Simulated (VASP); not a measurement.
All values below come from MS2 meta-GGA, VASP's PBE PAW potentials (set 64) (plane waves; VASP).

A VASP calculation is set up with these files.

**POSCAR**
```
LiH
1
    0.0000000000     1.9700273137     1.9700273137
    1.9700273137     0.0000000000     1.9700273137
    1.9700273137     1.9700273137     0.0000000000
Li H
1 1
Direct
  0.0000000000   0.0000000000   0.0000000000
  0.5000000000   0.5000000000   0.5000000000
```

KPOINTS:
```
Automatic mesh
0
Gamma
11 11 11
0 0 0
```

**INCAR**
```
# general
SYSTEM =LiH
PREC   =Accurate
ENCUT  =520
LREAL  =F
LASPH  =T

# electronic loop
EDIFF  =1E-7
NELM   =100
ALGO   =Normal
LMIXTAU=T

# smearing
ISMEAR =0
SIGMA  =0.05

# functional
METAGGA=MS2

# ions
ISIF   =2

# output
LWAVE  =F
LCHARG =F
```

POTCAR, in this order: Li_sv H (PBE.64 set). Program: vasp_std.

Output of the run:

**OSZICAR**
```
       N       E                     dE             d eps       ncg     rms          rms(c)
DAV:   1    -0.462089179468E+01   -0.46209E+01   -0.12790E+03   690   0.557E+02
DAV:   2    -0.885314086620E+01   -0.42322E+01   -0.41611E+01   948   0.627E+01
DAV:   3    -0.890999021903E+01   -0.56849E-01   -0.56849E-01   846   0.696E+00
DAV:   4    -0.891033585975E+01   -0.34564E-03   -0.34564E-03   936   0.501E-01
DAV:   5    -0.891033734169E+01   -0.14819E-05   -0.14819E-05   828   0.236E-02    0.275E+00
DAV:   6    -0.712522821794E+01    0.17851E+01   -0.51564E-01   762   0.784E+00    0.162E+00
DAV:   7    -0.726035441309E+01   -0.13513E+00   -0.77743E-01   696   0.631E+00    0.659E-01
DAV:   8    -0.738958628970E+01   -0.12923E+00   -0.52370E-01   720   0.558E+00    0.339E-01
DAV:   9    -0.737405085300E+01    0.15535E-01   -0.19219E-02   774   0.172E+00    0.388E-01
DAV:  10    -0.748016570824E+01   -0.10611E+00   -0.16137E-01   672   0.488E+00    0.211E-01
DAV:  11    -0.739529560848E+01    0.84870E-01   -0.15577E-01   672   0.406E+00    0.323E-01
DAV:  12    -0.740146584913E+01   -0.61702E-02   -0.18170E-02   672   0.141E+00    0.124E-01
DAV:  13    -0.740065737439E+01    0.80847E-03   -0.80478E-04   714   0.330E-01    0.686E-02
DAV:  14    -0.740143821842E+01   -0.78084E-03   -0.15582E-03   672   0.350E-01    0.273E-02
DAV:  15    -0.740063340724E+01    0.80481E-03   -0.88117E-04   672   0.330E-01    0.743E-03
DAV:  16    -0.740065021818E+01   -0.16811E-04   -0.34781E-05   750   0.679E-02    0.746E-03
DAV:  17    -0.740065291859E+01   -0.27004E-05   -0.64631E-06   708   0.303E-02    0.285E-03
DAV:  18    -0.740065618253E+01   -0.32639E-05   -0.20727E-06   852   0.157E-02    0.138E-03
DAV:  19    -0.740065793964E+01   -0.17571E-05   -0.20112E-07   780   0.534E-03    0.913E-04
DAV:  20    -0.740065877983E+01   -0.84018E-06   -0.13171E-07   690   0.453E-03    0.302E-04
DAV:  21    -0.740065893001E+01   -0.15018E-06   -0.25085E-08   696   0.246E-03    0.142E-04
DAV:  22    -0.740065894751E+01   -0.17500E-07   -0.27379E-09   342   0.639E-04
   1 F= -.74006589E+01 E0= -.74006589E+01  d E =-.109734E-12
```

### OUTCAR
```
------------------------ aborting loop because EDIFF is reached ----------------------------------------
  FORCE on cell =-STRESS in cart. coord.  units (eV):
  Direction    XX          YY          ZZ          XY          YZ          ZX
  --------------------------------------------------------------------------------------
  Total       -0.0060718     -0.0060718     -0.0060718      0.0000000      0.0000000     -0.0000000
  in kB       -0.6361787     -0.6361787     -0.6361787      0.0000000      0.0000000     -0.0000000
  external PRESSURE =      -0.6361787 kB  Pullay stress =       0.0000000 kB
  volume of cell :       15.29
      direct lattice vectors                 reciprocal lattice vectors
     0.000000000  1.970027314  1.970027314    -0.253803588  0.253803588  0.253803588
     1.970027314  0.000000000  1.970027314     0.253803588 -0.253803588  0.253803588
     1.970027314  1.970027314  0.000000000     0.253803588  0.253803588 -0.253803588
  FREE ENERGIE OF THE ION-ELECTRON SYSTEM (eV)
  ---------------------------------------------------
  free  energy   TOTEN  =        -7.4006589475 eV

  energy  without entropy=       -7.4006589475  energy(sigma->0) =       -7.40065895
```
(Selected blocks of OUTCAR.)

The compound is LiH in the rock salt structure. It was relaxed first, which changed the volume by -10 %.
